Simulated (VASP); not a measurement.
```xyz
5
Lattice="6.0166 0.0000 0.0000 0.0000 6.0166 0.0000 0.0000 0.0000 6.0166" Properties=species:S:1:pos:R:3 pbc="T T T"
Cs     0.0000     0.0000     0.0000
Pb     3.0083     3.0083     3.0083
Br     3.0083     0.0000     3.0083
Br     0.0000     3.0083     3.0083
Br     3.0083     3.0083     0.0000
```

The numbers are results of TPSS meta-GGA, VASP's PBE PAW potentials (set 64) (plane waves; VASP), not measurements. Settings: 520 eV cut-off, 4×4×4 Γ-centred mesh, Gaussian smearing of 0.050 eV, potentials Cs_sv Pb_d Br.

Unless said otherwise, spin-orbit coupling is left out, though it shifts the bands of the heavy elements here.

Task: Estimate the energy per atom (σ→0), band gap (on the k-mesh) with the smallest direct gap where there is one.

Result: 
```yaml
band gap (on the k-mesh): 1.93 eV
smallest direct gap (on the k-mesh): 1.93 eV
energy per atom (σ→0): -9.694 eV/atom
```

Total energies compare only between runs with the same potentials, cut-off and functional.

The compound is CsPbBr3 in the cubic perovskite structure, the ideal cubic form; the compound distorts at low or room temperature. It was relaxed first, which changed the volume by +8 %. The start is the result of an earlier pass.
